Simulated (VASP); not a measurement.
Write the native input for VASP 6.6.1 that does the following.

```
Task                   : relaxation of cell and atoms
Functional             : PBE
Potentials or basis    : VASP PAW PBE potentials, release 64 (Zn, Cd, Se, S)
Cutoff                 : 520 eV
k mesh                 : 3 × 3 × 3
Occupations            : gaussian, width 0.15 eV
Spin                   : no spin polarisation
Further INCAR settings : PREC = Normal; ALGO = Fast; EDIFF = 0.0001; IBRION = 2; EDIFFG = -0.08; NSW = 24; ISIF = 3
```

The structure of ZnCd3Se3S lies in POSCAR:

```
ZnCd3Se3S
1.0
    3.1801972700      1.8360877500      5.6412155500
   -3.1801972700      1.8360877500      5.6412155500
    0.0000000000     -3.6721755000      5.6412155500
Zn Cd Se S
1 3 3 1
Direct
    0.5000000000      0.5000000000      0.5000000000
    0.0000000000      0.0000000000      0.5000000000
    0.5000000000      0.0000000000      0.0000000000
    0.0000000000      0.5000000000      0.0000000000
    0.5000000000      0.5000000000      0.0000000000
    0.0000000000      0.5000000000      0.5000000000
    0.5000000000      0.0000000000      0.5000000000
    0.0000000000      0.0000000000      0.0000000000
```

The cell was built by a generator and needn't be a form met in nature.

One way to write it, as run:

INCAR

```
SYSTEM = ZnCd3Se3S
PREC = Normal
ENCUT = 520
EDIFF = 1E-4
ISMEAR = 0
SIGMA = 0.15
LREAL = .False.
LASPH = .True.
NELM = 60
ALGO = Fast
ISIF = 3
LWAVE = .False.
LCHARG = .False.
GGA = PE
IBRION = 2
NSW = 24
EDIFFG = -0.08
```

KPOINTS

```
regular mesh
0
Gamma
  3 3 3
  0 0 0
```

Potentials or basis: VASP PAW PBE potentials, release 64 (Zn, Cd, Se, S).

The run is started by

```sh
$ cat potpaw_PBE.64/Zn/POTCAR potpaw_PBE.64/Cd/POTCAR potpaw_PBE.64/Se/POTCAR potpaw_PBE.64/S/POTCAR > POTCAR
$ mpirun -np 1 vasp_std > vasp.out
```

Results of the run:

```json
{
 "Relaxed volume": "22.17 Å³/atom",
 "Relaxed cell": "a = 7.145 Å, b = 7.145 Å, c = 7.145 Å, α = 46.84°, β = 46.84°, γ = 46.84°",
 "Space group after relaxing (to 0.05 Å)": "R-3m (No. 166)",
 "Energy gained by relaxing": "174.7 meV/atom",
 "Ionic steps": "11",
 "Pressure after relaxing": "0.1 GPa",
 "Band gap on the k mesh": "none (metal or under the smearing width)"
}
```

Caveat: the k mesh is coarse (spacing up to 0.40 Å⁻¹), so the values aren't converged.

Run time: 3 min on 1 thread of Intel(R) Xeon(R) Platinum 8559C (Emerald Rapids), on a shared host, peak memory 0.29 GiB.
